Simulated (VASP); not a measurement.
Calculation: PBEsol GGA, VASP's PBE PAW potentials (set 64) (plane waves; VASP).

The input files of a VASP run:

### KPOINTS
```
Automatic mesh
0
Gamma
10 10 1
0 0 0
```

INCAR:
```
SYSTEM = Nb(110) slab
PREC = Normal; ENCUT = 400; LREAL = .FALSE.
LASPH = .TRUE.
EDIFF = 1E-5; NELM = 100; NELMIN = 4
ALGO = Normal; LMAXMIX = 4
ISMEAR = 1; SIGMA = 0.1
GGA = PS
IBRION = 2; NSW = 50; ISIF = 2
EDIFFG = -0.03
LWAVE = .TRUE.; LCHARG = .FALSE.
DIPOL = 0.5 0.5 0.5
LDIPOL = .TRUE.; IDIPOL = 3
```

### POSCAR
```
Nb(110) slab
1
    2.8314186248     0.0000000000    -0.0000000000
   -0.9438062083     2.6694872038    -0.0000000000
    0.0000000000    -0.0000000000    24.1084672598
Nb
4
Direct
  0.7500000000   0.2500000000   0.3561600000
  0.2500000000   0.7500000000   0.4520530000
  0.7500000000   0.2500000000   0.5479470000
  0.2500000000   0.7500000000   0.6438400000
```

POTCAR, in this order: Nb_sv (PBE.64 set). Program: vasp_std.

### Question
What will the output report for the number of irreducible k-points (NKPTS), largest plane-wave count, number of space-group operations, FFT grid (NGX, NGY, NGZ)?

### Answer

- number of irreducible k-points (NKPTS) = 31
- largest plane-wave count = 3357
- number of space-group operations = 8
- FFT grid (NGX, NGY, NGZ) = 14 × 14 × 120

The cell is a thin slab with vacuum, built from Nb (bcc): (110) face.
